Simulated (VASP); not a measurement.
Energy against volume of MgSe (rock salt). All values below come from AM05 GGA, VASP's PBE PAW potentials (set 64) (plane waves; VASP). Numerical set-up: 520 eV cut-off, 8×8×8 Γ-centred mesh, Gaussian smearing of 0.050 eV, potentials Mg Se.

| V (Å³/atom) | E (eV/atom) |
|---|---|
| 19.691 | -3.83092 |
| 20.300 | -3.83483 |
| 20.909 | -3.83145 |
| 21.518 | -3.82183 |

Fit these four points and predict the energy of the run at 19.082 Å³/atom.

A cubic in V^(−2/3), the third-order Birch-Murnaghan form, passes through the four points with V0 = 20.31 Å³/atom and B0 = 64 GPa, and gives -3.8185 eV/atom there. The run gave -3.8185 eV/atom, -0.0 meV/atom from the fit; all five points give B0 = 64 GPa.

The compound is MgSe in the rock salt structure. It was relaxed first.
